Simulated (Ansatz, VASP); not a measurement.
**Two plane-wave programs on PBr**

```
CELL_PARAMETERS angstrom
5.00355 0.00000 0.00000
-2.08953 5.26285 0.00000
-0.70595 -0.66237 6.31528
ATOMIC_POSITIONS crystal
Br 0.66580 0.85501 0.24276
Br 0.33420 0.14499 0.75724
P 0.64072 0.49976 0.63187
P 0.35928 0.50024 0.36813
```

Change from the starting cell: volume scaled by 1.04.

Alike in both runs: task single point; functional PBE; k mesh 6 × 5 × 5; occupations fermi-dirac, width 0.05 eV; no spin polarisation.

|  | VASP | Ansatz |
| --- | --- | --- |
| version | VASP 6.6.1 | Ansatz 0.2.0 |
| potentials or method | VASP PAW PBE potentials, release 64 (Br, P) | Ansatz PAW |
| plane-wave cutoff (eV) | 520 | 420 |
| valence electrons in the cell | 24 | 24 |

|  | VASP | Ansatz | Ansatz less VASP |
| --- | --- | --- | --- |
| gap on the k mesh at the Fermi level (eV) | 1.48 | 1.49 | +0.009 |
| least direct gap on the mesh (eV) | 1.48 | 1.49 | +0.009 |
| pressure (GPa) | -0.9 | -0.8 | +0.08 |
| largest component of the traceless stress (GPa) | 0.68 | 0.66 | -0.020 |
| rms of the force components (eV/Å) | 0.293 | 0.266 | -0.0267 |

Atom by atom the forces differ by 0.029 eV/Å (rms over components). The functional is the same, so the differences come from potentials, cutoffs and numerics.

Caveats: an odd mesh through Γ misses points on the zone boundary, where band edges often lie (VASP); odd divisions of the mesh miss points on the zone boundary, where band edges often lie, so the gap on the mesh can be too wide (Ansatz).
